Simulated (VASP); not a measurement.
# LiBe (P2_1/m) in VASP: a series of runs

One crystal, LiBe, is run at these levels: r2SCAN, MS2; tasks: relaxation of cell and atoms.

Everything below comes from runs of VASP 6.6.1. Logs are shortened: lines on timing, memory, paths and dates and some standing lists are left out, and cuts for length are marked.

### Step 1. The crystal as given

Symmetry: P2_1/m, No. 11, monoclinic system. The conventional cell has a = 2.296 Å, b = 3.613 Å, c = 5.528 Å, α = 90.00°, β = 94.17°, γ = 90.00°. Be (site symmetry m) is surrounded by 6 Be at 2.28 to 2.32 Å and 3 Li at 2.33 to 2.56 Å. Li (site symmetry m) has 2 Li at 2.30 Å and 3 Be at 2.33 to 2.56 Å as nearest neighbours.

The cell comes from a database or a generator and needn't be the stable form of this composition.

### Step 2. Relaxation of cell and atoms, r2SCAN

Input file INCAR:

```
  PREC = Accurate
  ENCUT = 600
  EDIFF = 1E-7
  ISMEAR = 1
  SIGMA = 0.1
  LREAL = False
  LASPH = True
  NELM = 100
  ALGO = Normal
  ISIF = 3
  LWAVE = False
  LCHARG = False
  METAGGA = R2SCAN
  LMIXTAU = True
  IBRION = 2
  NSW = 40
  EDIFFG = -0.02
```

Input file KPOINTS:

```
regular mesh
0
Gamma
  11 7 5
```

Input file POSCAR:

```
LiBe
1.0
    2.2959861536      0.0000000000      0.0000000000
    0.0000000000      3.6127729800      0.0000000000
   -0.4017425219      0.0000000000      5.5135259934
Be Li
2 2
Direct
    0.2435819200      0.7500000000      0.4238283600
    0.7564180800      0.2500000000      0.5761716400
    0.2631524400      0.7500000000      0.8451422600
    0.7368475600      0.2500000000      0.1548577400
```

Potentials or basis: VASP PAW PBE potentials, release 64 (Be, Li_sv).

Command:

```console
$ cat potpaw_PBE.64/Be/POTCAR potpaw_PBE.64/Li_sv/POTCAR > POTCAR
$ mpirun -np 1 vasp_std > vasp.out
```

OUTCAR:

```text
PREC = Accurate
   ENCUT = 600
   EDIFF = 1E-7
   ISMEAR = 1
   LREAL = False
   LASPH = True
   NELM = 100
   ISIF = 3
   METAGGA = R2SCAN
   IBRION = 2
   NSW = 40
   EDIFFG = -0.02

 ion  position               nearest neighbor table
   1  0.244  0.750  0.424-   2 2.28   2 2.28   2 2.32   2 2.32   3 2.33
   2  0.756  0.250  0.576-   1 2.28   1 2.28   1 2.32   1 2.32   4 2.33
   3  0.263  0.750  0.845-   1 2.33
   4  0.737  0.250  0.155-   2 2.33

  LATTYP: Found a simple monoclinic cell.
 ALAT       =     2.2959861536
 B/A-ratio  =     1.5735168848
 C/A-ratio  =     2.4077423434
 COS(beta)  =    -0.0726722366

  Lattice vectors:

 A1 = (   2.2959861536,   0.0000000000,   0.0000000000)
 A2 = (   0.0000000000,   3.6127729800,   0.0000000000)
 A3 = (  -0.4017425219,   0.0000000000,   5.5135259934)

Analysis of symmetry for initial positions (statically):
=====================================================================
 Subroutine PRICEL returns:
 Original cell was already a primitive cell.

 Routine SETGRP: Setting up the symmetry group for a
 simple monoclinic supercell.

 Subroutine GETGRP returns: Found  4 space group operations
 (whereof  2 operations were pure point group operations)
 out of a pool of  4 trial point group operations.

The static configuration has the point symmetry S_2 .
 The point group associated with its full space group is C_2h.

Analysis of symmetry for dynamics (positions and initial velocities):
=====================================================================
 Subroutine PRICEL returns:
 Original cell was already a primitive cell.

 Routine SETGRP: Setting up the symmetry group for a
 simple monoclinic supercell.

 Subroutine GETGRP returns: Found  4 space group operations
 (whereof  2 operations were pure point group operations)
 out of a pool of  4 trial point group operations.

The dynamic configuration has the point symmetry S_2 .
 The point group associated with its full space group is C_2h.

 Subroutine INISYM returns: Found  4 space group operations
 (whereof  2 operations are pure point group operations),
 and found     1 'primitive' translations

----------------------------------------------------------------------------------------

                                     Primitive cell

  volume of cell :      45.7340

  direct lattice vectors                    reciprocal lattice vectors
     2.295986154  0.000000000  0.000000000     0.435542696  0.000000000  0.031735775
     0.000000000  3.612772980  0.000000000     0.000000000  0.276795693  0.000000000
    -0.401742522  0.000000000  5.513525993     0.000000000  0.000000000  0.181372138

  length of vectors
     2.295986154  3.612772980  5.528143082     0.436697378  0.276795693  0.181372138

  position of ions in fractional coordinates (direct lattice)
     0.243581920  0.750000000  0.423828360
     0.756418080  0.250000000  0.576171640
     0.263152440  0.750000000  0.845142260
     0.736847560  0.250000000  0.154857740

  ion indices of the primitive-cell ions
   primitive index   ion index
                 1           1
                 2           2
                 3           3
                 4           4

----------------------------------------------------------------------------------------

 KPOINTS: regular mesh

Automatic generation of k-mesh.
 Grid dimensions read from file:
 generate k-points for:   11    7    5

 Generating k-lattice:

  Cartesian coordinates                     Fractional coordinates (reciprocal lattice)
     0.039594791  0.000000000  0.002885070     0.090909091  0.000000000  0.000000000
     0.000000000  0.039542242  0.000000000     0.000000000  0.142857143  0.000000000
     0.000000000  0.000000000  0.036274428     0.000000000  0.000000000  0.200000000

  Length of vectors
     0.039699762  0.039542242  0.036274428

  Shift w.r.t. Gamma in fractional coordinates (k-lattice)
     0.000000000  0.000000000  0.000000000

 Subroutine IBZKPT returns following result:
 ===========================================

 Found    112 irreducible k-points:

 Following reciprocal coordinates:
            Coordinates               Weight
  0.000000  0.000000  0.000000      1.000000
  0.090909  0.000000 -0.000000      2.000000
  0.181818  0.000000 -0.000000      2.000000
  0.272727  0.000000 -0.000000      2.000000
  0.363636  0.000000  0.000000      2.000000
  0.454545  0.000000  0.000000      2.000000
[... 16 lines left out ...]
  0.363636  0.428571  0.000000      4.000000
  0.454545  0.428571  0.000000      4.000000
 [... further k-points ...]
   k-points           NKPTS =    112   k-points in BZ     NKDIM =    112   number of bands    NBANDS=      9
   number of dos      NEDOS =    301   number of ions     NIONS =      4
   total plane-waves  NPLWV =  25920
   dimension x,y,z NGX =    18 NGY =   30 NGZ =   48
   dimension x,y,z NGXF=    36 NGYF=   60 NGZF=   96
   ions per type =               2   2
   NGX,Y,Z   is equivalent  to a cutoff of  13.03, 13.80, 14.43 a.u.
   NGXF,Y,Z  is equivalent  to a cutoff of  26.07, 27.61, 28.87 a.u.
 SYSTEM =  unknown system
   PREC   = accura    normal or accurate (medium, high low for compatibility)
   ISTART =      0    job   : 0-new  1-cont  2-samecut
   ICHARG =      2    charge: 1-file 2-atom 10-const
   ISPIN  =      1    spin polarized calculation?
   LNONCOLLINEAR =      F non collinear calculations
   LSORBIT =      F    spin-orbit coupling
   LASPH  =      T    aspherical Exc in radial PAW
   ENCUT  =  600.0 eV  44.10 Ry    6.64 a.u.   4.59  7.22 11.04*2*pi/ulx,y,z
   NELM   =    100;   NELMIN=  2; NELMDL= -5     # of ELM steps
   EDIFF  = 0.1E-06   stopping-criterion for ELM
   LREAL  =      F    real-space projection
   EDIFFG = -.2E-01   stopping-criterion for IOM
   NSW    =     40    number of steps for IOM
   IBRION =      2    ionic relax: 0-MD 1-quasi-New 2-CG
   NFREE  =      1    steps in history (QN), initial steepest desc. (CG)
   ISIF   =      3    stress and relaxation
   ISYM   =      2    0-nonsym 1-usesym 2-fastsym
   POTIM  = 0.5000    time-step for ionic-motion
   TEBEG  =    0.0;   TEEND  =   0.0 temperature during run
   PSTRESS=    0.0 pullay stress
   NELECT =      10.0000    total number of electrons
   NUPDOWN=      -1.0000    fix difference up-down
   EMIN   =  10.00;   EMAX   =-10.00  energy-range for DOS
   EFERMI =   0.00;   METHOD = LEGACY
   ISMEAR =     1;   SIGMA  =   0.10  broadening in eV -4-tet -1-fermi 0-gaus
   EFERMI_NEDOS =   21; number of points for ismear=-14 and -15
   IALGO  =     38    algorithm
   IMIX   =      4    mixing-type and parameters
     AMIX     =   0.40;   BMIX     =  1.00
     AMIX_MAG =   1.60;   BMIX_MAG =  1.00
  volume/ion in A,a.u.               =      11.43        77.16
  Fermi-wavevector in a.u.,A,eV,Ry     =   0.986268  1.863777 13.234727  0.972725
  Thomas-Fermi vector in A             =   2.117637
   LORBIT       =      0    0 simple, 1 ext, 2 COOP (PROOUT), +10 PAW based schemes
   METAGGA = R2SCAN    functional components
   LHFCALC =     F    Hartree Fock is set to
   AEXX    =    0.0000 exact exchange contribution
   IVDW    =     0    specifies the selected vdW correction
   LEPSILON=     F    determine dielectric tensor
   LRPA    =     F    only Hartree local field effects (RPA)
 conjugate gradient relaxation of ions
 non-spin polarized calculation
 Methfessel and Paxton  Order N= 1 SIGMA  =   0.10
  energy-cutoff  :      600.00
  volume of cell :       45.73
 maximum number of plane-waves:      1546
   NGX =  9   NGY = 15   NGZ = 23

--------------------------------------- Ionic step        1  -------------------------------------------

 number of electron      10.0000000 magnetization

 number of electron       9.9999989 magnetization

 Free energy of the ion-electron system (eV)
  ---------------------------------------------------
  ext. energy  EPLUGINS =         0.00000000
  ---------------------------------------------------
  free energy    TOTEN  =       -12.78448517 eV

  energy without entropy =      -12.78432260  energy(sigma->0) =      -12.78443098

------------------------ aborting loop because EDIFF is reached ----------------------------------------

  FORCE on cell =-STRESS in cart. coord.  units (eV):
  Direction    XX          YY          ZZ          XY          YZ          ZX
  --------------------------------------------------------------------------------------
  -------------------------------------------------------------------------------------
  Total       -0.3032110      0.2480405      0.2490574      0.0000000      0.0000000      0.1688451
  in kB      -10.6222422      8.6894796      8.7251055      0.0000000      0.0000000      5.9150682
  external PRESSURE =       2.2641143 kB  Pullay stress =       0.0000000 kB
[... 95 lines left out ...]
  FREE ENERGIE OF THE ION-ELECTRON SYSTEM (eV)
  ---------------------------------------------------
  free  energy   TOTEN  =       -12.7877430200 eV

  energy  without entropy=      -12.7879763619  energy(sigma->0) =      -12.78782080

[... ionic steps 4 to 10 ...]

--------------------------------------- Ionic step       11  -------------------------------------------

 number of electron       9.9999997 magnetization

------------------------ aborting loop because EDIFF is reached ----------------------------------------
[... 71 lines left out ...]
--------------------------------------- Ionic step       13  -------------------------------------------

 number of electron       9.9999995 magnetization

 Free energy of the ion-electron system (eV)
  ---------------------------------------------------
  ext. energy  EPLUGINS =         0.00000000
  ---------------------------------------------------
  free energy    TOTEN  =       -12.79306553 eV

  energy without entropy =      -12.79303096  energy(sigma->0) =      -12.79305401

 E-fermi :   3.2189     XC(G=0):  -9.4432

 val. band max:        3.1934719044   @ k =  -0.4545   0.0000   0.4000
 cond. band min:       3.2252559418   @ k =   0.2727   0.1429   0.2000
 fundamental gap:      0.0317840374
 Fermi energy:         3.2188606854

 k-point     1 :       0.0000    0.0000    0.0000
  band No.  band energies     occupation
      1     -44.6997      2.00000
      2     -44.6568      2.00000
      3      -4.9530      2.00000
      4      -0.1009      2.00000
      5       0.8555      2.00000
      6       2.4112      2.00000
      7       7.7117      0.00000
      8       9.2593      0.00000
      9       9.4786      0.00000
[... 265 lines left out ...]
 k-point    24 :       0.4545    0.4286    0.0000
  band No.  band energies     occupation
      1     -44.5737      2.00000
      2     -44.5718      2.00000
      3       0.8300      2.00000
      4       1.4173      2.00000
      5       6.1926      0.00000
      6       6.3808      0.00000
      7       6.5427      0.00000
      8       6.9435      0.00000
      9       7.8410      0.00000

 [... further k-points ...]

------------------------ aborting loop because EDIFF is reached ----------------------------------------

  FORCE on cell =-STRESS in cart. coord.  units (eV):
  Direction    XX          YY          ZZ          XY          YZ          ZX
  --------------------------------------------------------------------------------------
  -------------------------------------------------------------------------------------
  Total       -0.0434981     -0.0101475      0.0227577      0.0000000      0.0000000      0.0012571
  in kB       -1.5155012     -0.3535446      0.7928924      0.0000000      0.0000000      0.0437966
  external PRESSURE =      -0.3587178 kB  Pullay stress =       0.0000000 kB
[... 19 lines left out ...]
  FREE ENERGIE OF THE ION-ELECTRON SYSTEM (eV)
  ---------------------------------------------------
  free  energy   TOTEN  =       -12.7930655342 eV

  energy  without entropy=      -12.7930309586  energy(sigma->0) =      -12.79305401

 reached required accuracy - stopping structural energy minimisation
```

Run time: 17 min. Hardware: 1 thread of Intel Xeon 6975P-C (Granite Rapids), shared host; peak memory 0.22 GiB.

What came out:

```yaml
Free_energy: -12.7931 eV
Relaxed_volume: 11.50 Å³/atom
Relaxed_cell: a = 2.289 Å, b = 3.623 Å, c = 5.546 Å, α = 90.00°, β = 89.97°, γ = 90.00°
Space_group_after_relaxing_to_0.05_Å: P2_1/m (No. 11)
Energy_gained_by_relaxing: 2.1 meV/atom
Ionic_steps: 13
Pressure_after_relaxing: 0.0 GPa
Largest_force_after_relaxing: 0.013 eV/Å
Band_gap_on_the_k_mesh: none (metal or under the smearing width)
```

Forces in eV/Å, atoms in the order of the input:
```
Be   0.000  0.000  0.007
Be   0.000  0.000 -0.007
Li  -0.005  0.000 -0.012
Li   0.005  0.000  0.012
```

Step by step:
```tsv
step	energy change (eV)	largest force (eV/Å)	pressure (GPa)	volume (Å³)
1	0.0000	0.0434	0.23	45.73
2	-0.0026	0.0210	0.12	45.84
3	-0.0033	0.0249	0.03	45.91
4	-0.0033	0.0294	0.02	45.92
5	-0.0043	0.0216	-0.04	45.96
6	-0.0052	0.0135	-0.10	46.03
7	-0.0055	0.0366	-0.28	46.15
8	-0.0066	0.0345	-0.12	46.00
9	-0.0070	0.0323	0.46	45.54
10	-0.0075	0.0316	0.25	45.71
11	-0.0084	0.0234	0.13	45.84
12	-0.0084	0.0230	0.10	45.87
13	-0.0086	0.0132	-0.04	45.99
```

Final structure:
```cif
data_structure
_symmetry_space_group_name_H-M 'P 1'
_symmetry_Int_Tables_number 1
_cell_length_a 2.2889
_cell_length_b 3.6225
_cell_length_c 5.5460
_cell_angle_alpha 90.000
_cell_angle_beta 89.975
_cell_angle_gamma 90.000
_cell_volume 45.99
loop_
_atom_site_label
_atom_site_type_symbol
_atom_site_fract_x
_atom_site_fract_y
_atom_site_fract_z
_atom_site_occupancy
Be1 Be 0.24667 0.75000 0.42346 1
Be2 Be 0.75333 0.25000 0.57654 1
Li1 Li 0.27026 0.75000 0.84533 1
Li2 Li 0.72974 0.25000 0.15467 1
```

Levels at points of the mesh, in eV from the Fermi level:
```csv
k point,band 3,band 4,band 5,band 6,band 7,band 8
"(0.00, 0.00, 0.00)",-8.17,-3.32,-2.36,-0.81,4.49,6.04
```

Caveat: the cutoff is under 1.25 times the usual one of these potentials, so pressure, stress and relaxed cells hold a basis-set (Pulay) error; the PAW data sets were made with another functional, which shifts forces and pressure a little.

### Step 3. Relaxation of cell and atoms, MS2

Input file INCAR:

```
SYSTEM = LiBe
  PREC = Accurate
  ENCUT = 600
  EDIFF = 1E-7
  ISMEAR = 1
  SIGMA = 0.1
  LREAL = .False.
  LASPH = .True.
  NELM = 100
  ALGO = Normal
  ISIF = 3
  LWAVE = .False.
  LCHARG = .False.
  METAGGA = MS2
  LMIXTAU = .True.
  IBRION = 2
  NSW = 40
  EDIFFG = -0.01
```

Input file KPOINTS:

```
regular mesh
0
Gamma
  11 7 5
  0 0 0
```

POSCAR is that of step 2.

Potentials or basis: VASP PAW PBE potentials, release 64 (Be, Li_sv).

Command:

```console
$ cat potpaw_PBE.64/Be/POTCAR potpaw_PBE.64/Li_sv/POTCAR > POTCAR
$ mpirun -np 1 vasp_std > vasp.out
```

Wall time 27 min (1 thread of Intel Xeon 6975P-C (Granite Rapids), shared host); peak memory 0.21 GiB.

It converged, with:

| Item | Value |
| --- | --- |
| Free energy | -14.7584 eV |
| Relaxed volume | 11.27 Å³/atom |
| Relaxed cell | a = 2.267 Å, b = 3.592 Å, c = 5.533 Å, α = 90.00°, β = 89.99°, γ = 90.00° |
| Space group after relaxing (to 0.05 Å) | P2_1/m (No. 11) |
| Energy gained by relaxing | 3.0 meV/atom |
| Ionic steps | 22 |
| Pressure after relaxing | 0.0 GPa |
| Largest force after relaxing | 0.006 eV/Å |
| Band gap on the k mesh | none (metal or under the smearing width) |

Forces in eV/Å, atoms in the order of the input:
```
Be   0.004  0.000  0.004
Be  -0.004  0.000 -0.004
Li  -0.001  0.000  0.004
Li   0.001  0.000 -0.004
```

The path:
| step | energy change (eV) | largest force (eV/Å) | pressure (GPa) | volume (Å³) |
| --- | --- | --- | --- | --- |
| 1 | 0.0000 | 0.0070 | -1.15 | 45.73 |
| 2 | -0.0054 | 0.0391 | -0.46 | 45.19 |
| 3 | -0.0064 | 0.0455 | 0.09 | 44.81 |
| 4 | -0.0064 | 0.0441 | 0.03 | 44.86 |
| 5 | -0.0073 | 0.0185 | 0.11 | 44.79 |
| 6 | -0.0081 | 0.0223 | 0.29 | 44.65 |
| 7 | -0.0082 | 0.0314 | 0.36 | 44.59 |
| 8 | -0.0090 | 0.0327 | 0.13 | 44.77 |
| 9 | -0.0091 | 0.0499 | 0.05 | 44.84 |
| 10 | -0.0098 | 0.0141 | -0.04 | 44.94 |
| 11 | -0.0099 | 0.0292 | -0.07 | 44.99 |
| 12 | -0.0099 | 0.0305 | -0.14 | 45.08 |
| 13 | -0.0104 | 0.0357 | -0.12 | 45.08 |
| 14 | -0.0107 | 0.0361 | -0.17 | 45.10 |
| 15 | -0.0107 | 0.0354 | -0.13 | 45.09 |
| 16 | -0.0112 | 0.0375 | -0.04 | 45.01 |
| 17 | -0.0113 | 0.0278 | 0.31 | 44.78 |
| 18 | -0.0115 | 0.0095 | 0.16 | 44.88 |
| 19 | -0.0117 | 0.0111 | 0.07 | 44.97 |
| 20 | -0.0117 | 0.0133 | 0.04 | 45.00 |
| 21 | -0.0118 | 0.0143 | 0.02 | 45.01 |
| 22 | -0.0118 | 0.0057 | -0.03 | 45.06 |

Final structure:
```xyz
4
Lattice="2.2660 0.0000 0.0817 0.0000 3.5915 0.0000 -0.1985 0.0000 5.5296" Properties=species:S:1:pos:R:3 pbc="T T T"
Be    0.4768    2.6937    2.3693
Be    1.5908    0.8979    3.2419
Li    0.4301    2.6937    4.6848
Li    1.6375    0.8979    0.9264
```

Levels at points of the mesh, in eV from the Fermi level:
| k point | band 1 | band 2 | band 3 | band 4 | band 5 | band 6 | band 7 | band 8 | band 9 |
| --- | --- | --- | --- | --- | --- | --- | --- | --- | --- |
| (0.00, 0.00, 0.00) | -47.47 | -47.43 | -8.09 | -3.17 | -2.35 | -0.89 | 4.67 | 5.89 | 6.29 |

Caveat: the cutoff is under 1.25 times the usual one of these potentials, so pressure, stress and relaxed cells hold a basis-set (Pulay) error; the PAW data sets were made with another functional, which shifts forces and pressure a little.

### Step 4. The reference run

An earlier run on the cell as given: functional PBE; potentials or basis VASP PAW PBE potentials, release 64 (Be, Li_sv); cutoff 520 eV; k mesh 11 × 7 × 5; occupations fermi-dirac, width 0.05 eV; no spin polarisation.

* Largest force: 0.026 eV/Å
* Band gap on the k mesh: none (metal or under the smearing width)

### Step 5. The runs side by side

```csv
task,level,cell,cutoff (eV),smearing,gap on the mesh (eV),pressure (GPa),relaxed volume (Å³/atom),largest force (eV/Å)
relaxation of cell and atoms,r2SCAN,relaxed,600,methfessel-paxton 0.1 eV,none,0.0,11.50,0.01
relaxation of cell and atoms,MS2,relaxed,600,methfessel-paxton 0.1 eV,none,0.0,11.27,0.01
single point,PBE,as given,520,fermi-dirac 0.05 eV,none,-,-,0.03
```

Alike in all rows: potentials or basis VASP PAW PBE potentials, release 64 (Be, Li_sv); no spin polarisation; k mesh 11 × 7 × 5.

Caveats: the cutoff is under 1.25 times the usual one of these potentials, so pressure, stress and relaxed cells hold a basis-set (Pulay) error; the PAW data sets were made with another functional, which shifts forces and pressure a little (some runs).

Total energies depend on the potentials used, so only differences within one code and one set of settings carry meaning.
